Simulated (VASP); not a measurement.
# Pb8SO15 (a cell with a defect) (PbO2) in VASP: further runs

One crystal, Pb8SO15 (a cell with a defect) (PbO2), is run at these levels: PBE; tasks: electric field gradients.

Everything below comes from runs of VASP 6.6.1. Logs are shortened: lines on timing, memory, paths and dates and some standing lists are left out, and cuts for length are marked.

**1. The structure**

The cell holds a defect, 24 atoms: a = 7.269 Å, b = 7.269 Å, c = 7.269 Å, α = 60.00°, β = 60.00°, γ = 60.00°.

**2. Electric field gradients, PBE**

Contents of INCAR:

```
SYSTEM = Pb8SO15
ALGO = Fast
EDIFF = 1E-8
ENCUT = 520
GGA = PE
ISIF = 2
ISMEAR = -1
LASPH = .True.
LCHARG = .False.
LEFG = .True.
LREAL = Auto
LWAVE = .False.
NBANDS = 122
NELM = 100
PREC = Accurate
SIGMA = 0.01
```

Contents of KPOINTS:

```
k-points
0
Gamma
  3 3 3
  0 0 0
```

Contents of POSCAR:

```
Pb8SO15
1.0
    0.0000000000      5.1400000000      5.1400000000
    5.1400000000      0.0000000000      5.1400000000
    5.1400000000      5.1400000000      0.0000000000
Pb S O
8 1 15
Direct
    0.0000000000      0.0000000000      0.0000000000
    0.0000000000      0.0000000000      0.5000000000
    0.0000000000      0.5000000000      0.0000000000
    0.0000000000      0.5000000000      0.5000000000
    0.5000000000      0.0000000000      0.0000000000
    0.5000000000      0.0000000000      0.5000000000
    0.5000000000      0.5000000000      0.0000000000
    0.5000000000      0.5000000000      0.5000000000
    0.1250000000      0.1250000000      0.1250000000
    0.1250000000      0.1250000000      0.6250000000
    0.1250000000      0.6250000000      0.1250000000
    0.1250000000      0.6250000000      0.6250000000
    0.6250000000      0.1250000000      0.1250000000
    0.6250000000      0.1250000000      0.6250000000
    0.6250000000      0.6250000000      0.1250000000
    0.6250000000      0.6250000000      0.6250000000
    0.3750000000      0.3750000000      0.3750000000
    0.3750000000      0.3750000000      0.8750000000
    0.3750000000      0.8750000000      0.3750000000
    0.3750000000      0.8750000000      0.8750000000
    0.8750000000      0.3750000000      0.3750000000
    0.8750000000      0.3750000000      0.8750000000
    0.8750000000      0.8750000000      0.3750000000
    0.8750000000      0.8750000000      0.8750000000
```

Potentials or basis: VASP PAW PBE potentials, release 64 (Pb_d, S, O).

Started as:

```
$ cat potpaw_PBE.64/Pb_d/POTCAR potpaw_PBE.64/S/POTCAR potpaw_PBE.64/O/POTCAR > POTCAR
$ mpirun -np 1 vasp_std > vasp.out
```

OUTCAR:

```text
SYSTEM = Pb8SO15
   EDIFF = 1E-8
   ENCUT = 520
   GGA = PE
   ISIF = 2
   ISMEAR = -1
   LASPH = .True.
   LREAL = Auto
   NELM = 100
   PREC = Accurate

 ion  position               nearest neighbor table
   1  0.000  0.000  0.000-   9 2.23  10 2.23  11 2.23  13 2.23  20 2.23  22 2.23  23 2.23  24 2.23
                             5 3.63   2 3.63   3 3.63   2 3.63   4 3.63   6 3.63   3 3.63   4 3.63
   2  0.000  0.000  0.500-   9 2.23  10 2.23  12 2.23  14 2.23  19 2.23  21 2.23  23 2.23  24 2.23
                             6 3.63   1 3.63   4 3.63   1 3.63   3 3.63   5 3.63   3 3.63   4 3.63
   3  0.000  0.500  0.000-   9 2.23  11 2.23  12 2.23  15 2.23  18 2.23  21 2.23  22 2.23  24 2.23
                             7 3.63   1 3.63   4 3.63   2 3.63   4 3.63   8 3.63   1 3.63   2 3.63
   4  0.000  0.500  0.500-  10 2.23  11 2.23  12 2.23  16 2.23  17 2.23  21 2.23  22 2.23  23 2.23
                             8 3.63   2 3.63   3 3.63   1 3.63   3 3.63   7 3.63   1 3.63   2 3.63
   5  0.500  0.000  0.000-   9 2.23  13 2.23  14 2.23  15 2.23  18 2.23  19 2.23  20 2.23  24 2.23
                             7 3.63   1 3.63   6 3.63   2 3.63   6 3.63   8 3.63   3 3.63   7 3.63
   6  0.500  0.000  0.500-  10 2.23  13 2.23  14 2.23  16 2.23  17 2.23  19 2.23  20 2.23  23 2.23
                             8 3.63   2 3.63   5 3.63   1 3.63   5 3.63   7 3.63   4 3.63   7 3.63
   7  0.500  0.500  0.000-  11 2.23  13 2.23  15 2.23  16 2.23  17 2.23  18 2.23  20 2.23  22 2.23
                             8 3.63   3 3.63   5 3.63   4 3.63   6 3.63   8 3.63   1 3.63   5 3.63
   8  0.500  0.500  0.500-  12 2.23  14 2.23  15 2.23  16 2.23  17 2.23  18 2.23  19 2.23  21 2.23
                             7 3.63   4 3.63   6 3.63   3 3.63   5 3.63   7 3.63   2 3.63   5 3.63
   9  0.125  0.125  0.125-   1 2.23   2 2.23   3 2.23   5 2.23
  10  0.125  0.125  0.625-   1 2.23   2 2.23   4 2.23   6 2.23
  11  0.125  0.625  0.125-   1 2.23   3 2.23   4 2.23   7 2.23
  12  0.125  0.625  0.625-   2 2.23   3 2.23   4 2.23   8 2.23
  13  0.625  0.125  0.125-   1 2.23   5 2.23   6 2.23   7 2.23
  14  0.625  0.125  0.625-   2 2.23   5 2.23   6 2.23   8 2.23
[... 8 lines left out ...]
  23  0.875  0.875  0.375-   1 2.23   2 2.23   4 2.23   6 2.23
  24  0.875  0.875  0.875-   1 2.23   2 2.23   3 2.23   5 2.23

  LATTYP: Found a face centered cubic cell.
 ALAT       =    10.2800000000

  Lattice vectors:

 A1 = (   0.0000000000,   5.1400000000,   5.1400000000)
 A2 = (   5.1400000000,   0.0000000000,   5.1400000000)
 A3 = (   5.1400000000,   5.1400000000,   0.0000000000)

Analysis of symmetry for initial positions (statically):
=====================================================================
 Subroutine PRICEL returns:
 Original cell was already a primitive cell.

 Routine SETGRP: Setting up the symmetry group for a
 face centered cubic supercell.

 Subroutine GETGRP returns: Found 24 space group operations
 (whereof  6 operations were pure point group operations)
 out of a pool of 48 trial point group operations.

The static configuration has the point symmetry C_3v.
 The point group associated with its full space group is T_d .

Analysis of symmetry for dynamics (positions and initial velocities):
=====================================================================
 Subroutine PRICEL returns:
 Original cell was already a primitive cell.

 Routine SETGRP: Setting up the symmetry group for a
 face centered cubic supercell.

 Subroutine GETGRP returns: Found 24 space group operations
 (whereof  6 operations were pure point group operations)
 out of a pool of 48 trial point group operations.

The dynamic configuration has the point symmetry C_3v.
 The point group associated with its full space group is T_d .

 Subroutine INISYM returns: Found 24 space group operations
 (whereof  6 operations are pure point group operations),
 and found     1 'primitive' translations

----------------------------------------------------------------------------------------

                                     Primitive cell

  volume of cell :     271.5935

  direct lattice vectors                    reciprocal lattice vectors
     0.000000000  5.140000000  5.140000000    -0.097276265  0.097276265  0.097276265
     5.140000000  0.000000000  5.140000000     0.097276265 -0.097276265  0.097276265
     5.140000000  5.140000000  0.000000000     0.097276265  0.097276265 -0.097276265

  length of vectors
     7.269057711  7.269057711  7.269057711     0.168487433  0.168487433  0.168487433

  position of ions in fractional coordinates (direct lattice)
     0.000000000  0.000000000  0.000000000
     0.000000000  0.000000000  0.500000000
     0.000000000  0.500000000  0.000000000
     0.000000000  0.500000000  0.500000000
     0.500000000  0.000000000  0.000000000
     0.500000000  0.000000000  0.500000000
[... 16 lines left out ...]
     0.875000000  0.875000000  0.375000000
     0.875000000  0.875000000  0.875000000

  ion indices of the primitive-cell ions
   primitive index   ion index
                 1           1
                 2           2
[... 74 lines left out ...]
   LREAL  =      T    real-space projection
   EDIFFG = 0.1E-06   stopping-criterion for IOM
   NSW    =      0    number of steps for IOM
   IBRION =     -1    ionic relax: 0-MD 1-quasi-New 2-CG
   NFREE  =      0    steps in history (QN), initial steepest desc. (CG)
   ISIF   =      2    stress and relaxation
   ISYM   =      2    0-nonsym 1-usesym 2-fastsym
   POTIM  = 0.5000    time-step for ionic-motion
   TEBEG  =    0.0;   TEEND  =   0.0 temperature during run
   PSTRESS=    0.0 pullay stress
   NELECT =     208.0000    total number of electrons
   NUPDOWN=      -1.0000    fix difference up-down
   EMIN   =  10.00;   EMAX   =-10.00  energy-range for DOS
   EFERMI =   0.00;   METHOD = LEGACY
   ISMEAR =    -1;   SIGMA  =   0.01  broadening in eV -4-tet -1-fermi 0-gaus
   EFERMI_NEDOS =   21; number of points for ismear=-14 and -15
   IALGO  =     68    algorithm
   IMIX   =      4    mixing-type and parameters
     AMIX     =   0.40;   BMIX     =  1.00
     AMIX_MAG =   1.60;   BMIX_MAG =  1.00
  volume/ion in A,a.u.               =      11.32        76.37
  Fermi-wavevector in a.u.,A,eV,Ry     =   1.497808  2.830447 30.523704  2.243429
  Thomas-Fermi vector in A             =   2.609648
   LORBIT       =      0    0 simple, 1 ext, 2 COOP (PROOUT), +10 PAW based schemes
   GGA     = PE    functional components
   LHFCALC =     F    Hartree Fock is set to
   AEXX    =    0.0000 exact exchange contribution
   IVDW    =     0    specifies the selected vdW correction
   LEPSILON=     F    determine dielectric tensor
   LRPA    =     F    only Hartree local field effects (RPA)
 non-spin polarized calculation
 RMM-DIIS sequential band-by-band and
  energy-cutoff  :      520.00
  volume of cell :      271.59
 maximum number of plane-waves:      7391
 NGX is ok and might be reduce to    54
   NGX = 27   NGY = 27   NGZ = 27

 number of electron     207.9999989 magnetization

 Free energy of the ion-electron system (eV)
  ---------------------------------------------------
  ext. energy  EPLUGINS =         0.00000000
  ---------------------------------------------------
  free energy    TOTEN  =      -112.40503561 eV

  energy without entropy =     -112.40247768  energy(sigma->0) =     -112.40375664

 E-fermi :   8.5261     XC(G=0): -12.0816

 val. band max:        8.5020953434   @ k =   0.3333   0.3333   0.0000
 cond. band min:       9.5609999489   @ k =   0.3333   0.3333   0.0000
 fundamental gap:      1.0589046054
 Fermi energy:         8.5260945297

 k-point     1 :       0.0000    0.0000    0.0000
  band No.  band energies     occupation
      1     -11.6303      2.00000
      2     -10.7009      2.00000
      3     -10.6953      2.00000
      4     -10.6953      2.00000
      5     -10.6953      2.00000
      6     -10.4152      2.00000
[... 465 lines left out ...]
    115      14.8190      0.00000
    116      15.1396      0.00000
 [bands above 116 left out]

------------------------ aborting loop because EDIFF is reached ----------------------------------------

  FORCE on cell =-STRESS in cart. coord.  units (eV):
  Direction    XX          YY          ZZ          XY          YZ          ZX
  --------------------------------------------------------------------------------------
  -------------------------------------------------------------------------------------
  Total       73.3795827     73.3795827     73.3795827     -0.0000000      0.0000000      0.0000000
  in kB      432.8789496    432.8789496    432.8789496     -0.0000000      0.0000000      0.0000000
  external PRESSURE =     432.8789496 kB  Pullay stress =       0.0000000 kB

 VOLUME and BASIS-vectors are now :
 -----------------------------------------------------------------------------
  energy-cutoff  :      520.00
  volume of cell :      271.59
      direct lattice vectors                 reciprocal lattice vectors
     0.000000000  5.140000000  5.140000000    -0.097276265  0.097276265  0.097276265
     5.140000000  0.000000000  5.140000000     0.097276265 -0.097276265  0.097276265
     5.140000000  5.140000000  0.000000000     0.097276265  0.097276265 -0.097276265

 POSITION                                       TOTAL-FORCE (eV/Angst)
 -----------------------------------------------------------------------------------
      0.00000      0.00000      0.00000        -3.325582     -3.325582     -3.325582
      2.57000      2.57000      0.00000         3.325582      3.325582     -3.325582
      2.57000      0.00000      2.57000         3.325582     -3.325582      3.325582
      5.14000      2.57000      2.57000         0.138193     -0.138193     -0.138193
      0.00000      2.57000      2.57000        -3.325582      3.325582      3.325582
      2.57000      5.14000      2.57000        -0.138193      0.138193     -0.138193
[... 16 lines left out ...]
      6.42500      6.42500      8.99500        -0.000000     -0.000000     -0.908980
      8.99500      8.99500      8.99500        -0.000000     -0.000000     -0.000000
 -----------------------------------------------------------------------------------
    total drift:                                0.000000      0.000000     -0.000000

  FREE ENERGIE OF THE ION-ELECTRON SYSTEM (eV)
  ---------------------------------------------------
  free  energy   TOTEN  =      -112.4050356115 eV

  energy  without entropy=     -112.4024776775  energy(sigma->0) =     -112.40375664

 Electric field gradients (V/A^2)
---------------------------------------------------------------------
 ion       V_xx      V_yy      V_zz      V_xy      V_xz      V_yz
---------------------------------------------------------------------
   1       0.000    -0.000    -0.000  -136.542  -136.542  -136.542
   2       0.000     0.000    -0.000  -136.542   136.542   136.542
   3       0.000    -0.000     0.000   136.542  -136.542   136.542
   4       0.000    -0.000    -0.000     3.996     3.996    -3.996
   5      -0.000     0.000     0.000   136.542   136.542  -136.542
   6      -0.000     0.000    -0.000     3.996    -3.996     3.996
[... 16 lines left out ...]
  23       7.764     7.764   -15.528    -4.080     0.002     0.002
  24       0.000     0.000     0.000     0.002     0.002     0.002
---------------------------------------------------------------------

 Electric field gradients after diagonalization (V/A^2)
 (convention: |V_zz| > |V_xx| > |V_yy|)
----------------------------------------------------------------------
 ion       V_xx      V_yy      V_zz     asymmetry (V_yy - V_xx)/ V_zz
----------------------------------------------------------------------
   1     136.542   136.542  -273.083       0.000
   2     136.542   136.542  -273.083       0.000
   3     136.542   136.542  -273.083       0.000
   4       3.996     3.996    -7.992       0.000
   5     136.542   136.542  -273.083       0.000
   6       3.996     3.996    -7.992       0.000
[... 16 lines left out ...]
  23      11.844     3.684   -15.528       0.526
  24      -0.002    -0.002     0.004       0.000
----------------------------------------------------------------------

           NMR quadrupolar parameters

 Cq : quadrupolar parameter    Cq=e*Q*V_zz/h
 eta: asymmetry parameters     (V_yy - V_xx)/ V_zz
 Q  : nuclear electric quadrupole moment in mb (millibarn)
----------------------------------------------------------------------
 ion       Cq(MHz)       eta       Q (mb)
----------------------------------------------------------------------
   1      -0.660       0.000       1.000
   2      -0.660       0.000       1.000
   3      -0.660       0.000       1.000
   4      -0.019       0.000       1.000
   5      -0.660       0.000       1.000
   6      -0.019       0.000       1.000
[... 16 lines left out ...]
  23      -0.038       0.526       1.000
  24       0.000       0.000       1.000
----------------------------------------------------------------------
```

Run time: 7 min. Hardware: 1 thread of Intel Xeon Platinum 8559C (Emerald Rapids), shared host; peak memory 0.42 GiB.

What came out:

```
Free energy            : -112.4050 eV
Pressure               : 43.3 GPa
Largest force          : 5.760 eV/Å
Band gap on the k mesh : none (metal or under the smearing width)
```

Forces in eV/Å, atoms in the order of the input:
```
Pb  -3.326 -3.326 -3.326
Pb   3.326  3.326 -3.326
Pb   3.326 -3.326  3.326
Pb   0.138 -0.138 -0.138
Pb  -3.326  3.326  3.326
Pb  -0.138  0.138 -0.138
Pb  -0.138 -0.138  0.138
Pb   0.138  0.138  0.138
S    0.000  0.000  0.000
O    0.000  0.000 -0.064
O    0.000 -0.064  0.000
O    0.064  0.000  0.000
O   -0.064  0.000  0.000
O    0.000  0.064  0.000
O    0.000  0.000  0.064
O    0.000  0.000  0.000
O    0.000  0.000  0.000
O    0.000  0.000  0.909
O    0.000  0.909  0.000
O   -0.909  0.000  0.000
O    0.909  0.000  0.000
O    0.000 -0.909  0.000
O    0.000  0.000 -0.909
O    0.000  0.000  0.000
```

Electric field gradients, principal values (V/Å²):
```csv
atom,Vxx,Vyy,Vzz
1 Pb,136.542,136.542,-273.083
2 Pb,136.542,136.542,-273.083
3 Pb,136.542,136.542,-273.083
4 Pb,3.996,3.996,-7.992
5 Pb,136.542,136.542,-273.083
6 Pb,3.996,3.996,-7.992
7 Pb,3.996,3.996,-7.992
8 Pb,3.996,3.996,-7.991
9 S,-0.001,-0.001,0.002
10 O,-0.818,-4.625,5.443
11 O,-0.818,-4.625,5.443
12 O,-0.822,-4.621,5.443
13 O,-0.818,-4.625,5.443
14 O,-0.822,-4.621,5.443
15 O,-0.822,-4.621,5.443
16 O,-0.002,-0.002,0.004
17 O,-0.002,-0.002,0.004
18 O,3.680,11.847,-15.528
19 O,3.680,11.847,-15.528
20 O,3.684,11.844,-15.528
21 O,3.680,11.847,-15.528
22 O,3.684,11.844,-15.528
23 O,3.684,11.844,-15.528
24 O,-0.002,-0.002,0.004
```

Caveat: a pressure of tens of GPa on the cell as given is suspect, and the run, the potentials or the cell itself is likely at fault. Spin-orbit coupling is left out, which matters for the levels of Pb.

[end of part 1 of 2]
